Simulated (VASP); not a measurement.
Level of theory: PBE GGA with D3 dispersion (zero damping), VASP's PBE PAW potentials (set 64) (plane waves; VASP 6.6.1).

VASP input:

### INCAR
```
SYSTEM=V
ISIF=3   ! ions, shape and volume
ENCUT=520   ! plane-wave cut-off (eV)
LMAXMIX=4   ! l cut-off of mixed one-centre charges
EDIFF=1E-6   ! SCF stop (eV)
ISMEAR=1
NSW=60   ! most ionic steps
LREAL=.FALSE.   ! projection in real space or not
SIGMA=0.1   ! width (eV)
EDIFFG=-0.01   ! ionic stop
GGA=PE   ! PBE
LASPH=.TRUE.
IBRION=2
IVDW=11
LWAVE=.FALSE.
NELM=100
LCHARG=.FALSE.
PREC=Accurate
ALGO=Normal   ! blocked Davidson
```

### POSCAR
```
V
1
   -1.4784515023     1.4784515023     1.4784515023
    1.4784515023    -1.4784515023     1.4784515023
    1.4784515023     1.4784515023    -1.4784515023
V
1
Direct
  0.0000000000   0.0000000000   0.0000000000
```

KPOINTS:
```
Automatic mesh
0
Gamma
16 16 16
0 0 0
```

POTCAR, in this order: V_sv (PBE.64 set). Program: vasp_std.

Estimate the energy per atom (σ→0), dispersion energy, band gap (on the k-mesh).

The energy per atom (σ→0) is -9.516 eV/atom, the dispersion energy is -52.3 kJ/mol and the band gap (on the k-mesh) is none (metal, semimetal or under 0.01 eV).

OSZICAR:
```
...
DAV:   5    -0.102947865864E+02   -0.10755E-03   -0.10755E-03  3006   0.485E-01    0.194E+01
DAV:   6    -0.900179241289E+01    0.12930E+01   -0.50453E+00  2914   0.343E+01    0.223E+00
DAV:   7    -0.898219544322E+01    0.19597E-01   -0.23638E-02  2922   0.209E+00    0.108E+00
DAV:   8    -0.897447262451E+01    0.77228E-02   -0.66059E-03  2920   0.145E+00    0.837E-02
DAV:   9    -0.897449721277E+01   -0.24588E-04   -0.13117E-04  2934   0.191E-01    0.319E-02
DAV:  10    -0.897450048624E+01   -0.32735E-05   -0.94990E-06  2920   0.391E-02    0.108E-03
DAV:  11    -0.897450114940E+01   -0.66316E-06   -0.41520E-08  1462   0.344E-03
   1 F= -.95162104E+01 E0= -.95159592E+01  d E =-.951621E+01
```

The compound is V in the bcc structure. It was relaxed first, which changed the volume by -7 %. The start is the result of an earlier pass. The run is not spin-polarised, so no magnetic state was tried.
